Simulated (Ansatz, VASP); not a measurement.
# CsS3Br: VASP beside Ansatz, part 2 of 2

Wanted: the spread between two codes on one cell, functional and k mesh. The two relaxations start from unlike cells of this crystal (the structure described is Ansatz's start), so only their ends are compared.

VASP 6.6.1 and Ansatz 0.2.0.

So far: The structure; VASP: relaxation of cell and atoms, revPBE.

The structure was built from a prototype and need not be the compound's stable phase.

## (3) Ansatz: relaxation of cell and atoms, revPBE

Level of this step: Ansatz beside VASP: Kohn-Sham DFT, plane waves, revPBE (Ansatz).

Ansatz runs on its default PAW (the set named soft_2) files.

Its own start cell and the same functional, mesh and smearing now go to Ansatz, which takes its cutoff from its data sets.

Contents of input.yaml:

```yaml
crystal:
  lattice:
    - [3.92938603, 2.26863208, 3.3658315]
    - [-3.92938603, 2.26863208, 3.3658315]
    - [0.0, -4.53726416, 3.3658315]
  atoms:
    - { symbol: Cs, position: [0.0, 0.0, 0.0] }
    - { symbol: Br, position: [0.4652, 0.4652, 0.4652] }
    - { symbol: S, position: [0.1505, 0.5216, 0.5216] }
    - { symbol: S, position: [0.5216, 0.5216, 0.1505] }
    - { symbol: S, position: [0.5216, 0.1505, 0.5216] }
kpoints:
  mp_grid: { grid: [4, 4, 4] }
scf:
  occupations: { method: fermi_dirac, width: 0.05 }
hamiltonian:
  xc: revpbe
output:
  forces: true
  stress: true
  write_density: true
  write_potential: true
  elf: true
  volumetric_format: npy
relax:
  f_tol: 0.02
  max_steps: 50
  cell: {}
```

Started as:

```sh
ansatz run input.yaml --threads 1 --pin off --max-ram 4096MiB --backend cpu --events-out ev --progress --plain --runs-dir out
```

Numbers of over 12 decimals in the logs are rounded to 6 here.

The log of the run:

```text
Engine: ansatz 0.2.0, aarch64-unknown-linux-gnu
Pseudopotentials: kind: paw
Pseudopotential: Cs, paw, valence charge 9, recommended cutoff 420 eV (normal), Cs.paw.azcp
Pseudopotential: Br, paw, valence charge 7, recommended cutoff 420 eV (normal), Br.paw.azcp
Pseudopotential: S, paw, valence charge 6, recommended cutoff 420 eV (normal), S.paw.azcp
Functional definition: revPBE
  parameter kappa = 1.245
  parameter beta = 0.066725
  exchange = pbe_x(kappa = kappa, mu = beta*pi^2/3)
  correlation = pbe_c(beta = beta)
Crystal: 5 atoms, lattice volume = 180.025 Å³
Basis set: ecut = 420 eV, 3557 PW (Γ), exchange–correlation on 80×80×80 points (8 copies of the dense FFT grid, shifted against one another)
Bands: 22, of which v1, the nominal top of the filled ones, is band 17 counted from 1 (16 counted from 0)
Symmetry: 6 space group operations
Space group: R3m (ITA 160), of the structure as read, at distance tolerance 5.6e-5 Å
k-points: 13 of 64 (time reversal used)
Non-local potential: Cs, projectors of the file, l = 0: 3, l = 1: 2, l = 2: 2, l = 3: 2
Non-local potential: Br, projectors of the file, l = 0: 2, l = 1: 2, l = 2: 2
Non-local potential: S, projectors of the file, l = 0: 2, l = 1: 2, l = 2: 2
PAW form: soft (Blöchl's): semilocal exchange-correlation on the pseudo side does not see the compensation charge
PAW frozen core: Cs, regenerated for the run's functional, and the local potential with it (the file was generated under x = pbe(κ = 0.804, μ = 0.219515), c = pbe(β = 0.066725))
PAW frozen core: Br, regenerated for the run's functional, and the local potential with it (the file was generated under x = pbe(κ = 0.804, μ = 0.219515), c = pbe(β = 0.066725))
PAW frozen core: S, regenerated for the run's functional, and the local potential with it (the file was generated under x = pbe(κ = 0.804, μ = 0.219515), c = pbe(β = 0.066725))
PAW one-centre angular grid: Cs, 194 points (default); XC on 64 Gauss nodes
PAW one-centre angular grid: Br, 110 points (default); XC on 64 Gauss nodes
PAW one-centre angular grid: S, 110 points (default); XC on 64 Gauss nodes
Initial density: superposition of atomic densities (neutral atoms: chi_scale 0, normalization atom), corrected by the library's trained network
Initial wavefunctions: pseudopotential atomic-orbital guess
Functional: x = revpbe(κ = 1.245, μ = 0.219515), c = pbe(β = 0.066725)
SCF iter   1: F=—  HF=-11172.190505 eV  |F-HF|=—  |Δ(HF+E_count)|=         —  Δρ=3.84e-3  dr2=3.16e-2  ethr=1.77e-3  ⟨swp⟩=8.6  Hψ=1988  notcnv=0
preconditioner: auto → Resta (q_TF=auto, 2.067 Å⁻¹)  ε∞=3.1  [insulator: Δε(μ)=2.735 eV  Ē_g=10.529 eV  σ=0.050 eV  W_gap=1.00  n_scr=26 (ndim 8)  ℏωp=15.2 eV  f_vac=0.078  D(μ)=0.00/eV (n_scr^D=0)  ε∞_Penn≈3.1]
SCF iter   2: F=—  HF=-11172.175366 eV  |F-HF|=—  |Δ(HF+E_count)|=   1.51e-2  Δρ=1.84e-3  dr2=7.51e-3  ethr=9.31e-5  ⟨swp⟩=2.1  Hψ=640  notcnv=0  defer=12
SCF iter   3: F=—  HF=-11172.176723 eV  |F-HF|=—  |Δ(HF+E_count)|=   1.36e-3  Δρ=8.10e-4  dr2=1.44e-3  ethr=2.21e-5  ⟨swp⟩=2.8  Hψ=502  notcnv=0  defer=12
SCF iter   4: F=—  HF=-11172.177759 eV  |F-HF|=—  |Δ(HF+E_count)|=   1.04e-3  Δρ=1.79e-4  dr2=8.45e-5  ethr=4.24e-6  ⟨swp⟩=2.0  Hψ=442  notcnv=0  defer=12
SCF iter   5: F=—  HF=-11172.178082 eV  |F-HF|=—  |Δ(HF+E_count)|=   3.24e-4  Δρ=3.52e-5  dr2=4.18e-6  ethr=2.49e-7  ⟨swp⟩=2.0  Hψ=446  notcnv=0  defer=12
SCF iter   6: F=—  HF=-11172.178092 eV  |F-HF|=—  |Δ(HF+E_count)|=   9.43e-6  Δρ=1.20e-5  dr2=4.20e-7  ethr=1.23e-8  ⟨swp⟩=2.2  Hψ=507  notcnv=0  defer=12
SCF iter   7: F=-11172.178092 eV  HF=-11172.178092 eV  |F-HF|=4.08e-8  |Δ(HF+E_count)|=   4.33e-7  Δρ=2.90e-6  dr2=3.15e-8  ethr=2.94e-10  ⟨swp⟩=11.0  Hψ=2324  notcnv=0
SCF 1 converged in 7 iterations: F = -11172.178092 eV  dr2 = 3.15e-8
  greatest PAW one-centre occupation: 0.924 electrons in one spin orbital (limit 2), on the Cs atom at site 0 (counted from 0), in its partial waves of l = 0
relax step   1: F+E_penalty+E_count = -11172.17809235 eV  Δ(F+E_penalty+E_count) = +0.000e0 eV  max|allowed force component| = 1.367e1 eV/Å  Δτ_max = 0.0000 Å  P = +22.139 GPa  Ω = 180.025 Å³  (7 SCF iters, dr2 threshold 1.00e-7 eV, accepted)
[...]
relax step  18: F+E_penalty+E_count = -11178.09644664 eV  Δ(F+E_penalty+E_count) = -2.531e-4 eV  max|allowed force component| = 1.197e-2 eV/Å  Δτ_max = 0.0223 Å  P = -0.010 GPa  Ω = 218.729 Å³  energy of the carried Pulay correction = -2.920e-4 eV  (7 SCF iters, dr2 threshold 4.29e-8 eV, accepted)
[...]
relax step  19: F+E_penalty+E_count = -11178.09737555 eV  Δ(F+E_penalty+E_count) = -9.289e-4 eV  max|allowed force component| = 1.228e-2 eV/Å  Δτ_max = 0.0000 Å  P = -0.005 GPa  Ω = 218.729 Å³  stress off target by 1.53e-2 GPa  SCF on the basis re-selected at this cell (its energy is not comparable with the rows above)  (6 SCF iters)
basis re-selected at this cell: Δ(F+E_penalty+E_count) = -9.289e-4 eV, ΔP = +0.006 GPa vs the last step (what re-selecting the basis moved, of the pressure what is left beyond the Pulay correction that the steps carried, after the strain that the cell walked since its last selection, with what the two solves' SCF thresholds leave and, on support functions, any second-order correction that the steps lacked; it is no m [...]
WARN: The input density's exchange-correlation potential varies sharply where the density is thin. Do not read a vacuum level from v_tot or v_xc, or from such a field of the output density. On a cell that repeats whose density bears no net charge and no dipole along the vacuum's axis use v_es (v_loc + v_h of the components); under efield.dipole_correction with no amplitude use v_es + v_field, which holds any external [...]
SCF converged after 6 iterations
Free energy (F): -11178.097376 eV
Harris-Foulkes:  -11178.097376 eV  (|F-HF|=0.00e0)
Internal energy: -11178.096916 eV  (E = F + TS)
E sigma→0 (E₀):  -11178.097146 eV
Entropy (-TS):   -0.000459 eV (-0.092 meV/atom)
Fermi energy:    1.314544 eV
--- Per-component energies (eV) ---
  E_band       = -195.123225
  E_kinetic    = 587.431819
  E_local      = -1313.171053  (includes V_loc(G=0)·N_el)
  E_nonlocal   = 184.549679
  E_hartree    = 438.571086
  E_xc         = -726.194118
  E_vxc        = -484.800830  (∫ρ·V_xc dr)
  E_paw        = -9132.040209  (= ΣΔE_a)
  E_vpaw       = -46.275004  (= ΣTr[D̂ρ^β])
  E_aug_tail   = 0.000004  (compensation charges beyond the density's cutoff)
  E_ewald      = -1217.082077
  E_core_change = -0.162046  (= ΣΔE_core)
  E_smearing   = -0.000459  (= −TS)
  E_closure    = 0.000000  (closes the sum)
  Σ components = -11178.097376   (vs F -11178.097376, Δ=0.00e0)
--- Forces (eV/Å), atoms counted from 1 ---
  atom   1  Cs    -0.00000000     0.00000000    -0.00161553
  atom   2  Br     0.00000000     0.00000000    -0.01228239
  atom   3  S      0.00607579     0.00350786     0.00463293
  atom   4  S     -0.00000000    -0.00701572     0.00463293
  atom   5  S     -0.00607579     0.00350786     0.00463293
  max |Σ_I F_I| component: 8.80e-7 eV/Å
--- Stress (GPa, compression-positive) ---
       -0.014447       0.000000      -0.000000
        0.000000      -0.014447      -0.000000
       -0.000000      -0.000000       0.015278
  P = ⅓ Tr σ = -0.0045 GPa (-0.045 kbar)
--- Band table (eV; the first three rows and the last of 13) ---
  k-point 0: bands = [... 13 lower, 0.4155, 0.5014, 0.5014, 1.0259, 1.6455, 3.6038, 3.6038, 5.2933, ... 1 higher]
  k-point 1: bands = [... 13 lower, 0.2311, 0.4333, 0.5188, 0.8223, 2.0642, 3.4387, 3.8226, 5.7791, ... 1 higher]
  k-point 2: bands = [... 13 lower, 0.1233, 0.2737, 0.6277, 0.6843, 2.4247, 3.2195, 4.0071, 6.3693, ... 1 higher]
  k-point 12: bands = [... 13 lower, 0.2957, 0.6498, 0.6498, 1.0724, 1.5242, 3.3898, 3.3898, 6.7234, ... 1 higher]
--- Relaxed structure (17 steps of the walk, 17 accepted, 2 SCFs on fresh bases) ---
  F+E_penalty+E_count = -11178.09737555 eV   max|allowed force component| = 1.228e-2 eV/Å   (the final SCF, on the basis selected at the relaxed cell)
  cell:  # Å, volume = 218.7293 Å³
    - [3.702739, 2.137778, 4.605429]
    - [-3.702739, 2.137778, 4.605429]
    - [4.8374831098639696e-17, -4.275555, 4.605429]
  atoms:
    - { symbol: Cs, position: [-0.018791, -0.018791, -0.018791] }
    - { symbol: Br, position: [0.457629, 0.457629, 0.457629] }
    - { symbol: S, position: [0.079199, 0.570432, 0.570432] }
    - { symbol: S, position: [0.570432, 0.570432, 0.079199] }
    - { symbol: S, position: [0.570432, 0.079199, 0.570432] }
```

## (4) Side by side

Known differences besides the potentials themselves: the cutoff is 420 eV in Ansatz and 500 eV in VASP; Ansatz makes its cores anew for this functional, VASP keeps those of its PBE data sets; Ansatz adds a Pulay correction to the stress that steers its cell, VASP none. Total energies have different zeros and are not compared.

Compared:

| quantity | Ansatz | VASP | difference |
| --- | --- | --- | --- |
| volume (Å³) | 218.73 | 217.88 | +0.39 % |
| edge a after relaxation, in the typed setting (Å) | 6.284 | 6.268 | +0.26 % |

## (5) Summary of results

| Quantity | Value |
| --- | --- |
| difference in volume (relaxation of cell and atoms, revPBE) | 0.39 % |

The difference in volume is 0.39 % (relaxation of cell and atoms, revPBE), within the 1.2 % picked in this series as the mark of a large difference, as far as the stopping tolerances let one tell. How closely two codes agree says nothing of how well the functional describes the real material.

[Lines on the potential files, build, host, timing and source positions are cut from VASP's logs without a mark.]

[Logs are printed without paths, hosts, clocks, repeated set-up lines and the standing remarks that a program may print on its own settings, such as how far it seeks lower states.]

[Hosts, paths, dates, database ids (printed as entryN), source tags and the programs' standing remarks are cut or masked in the printed files.]
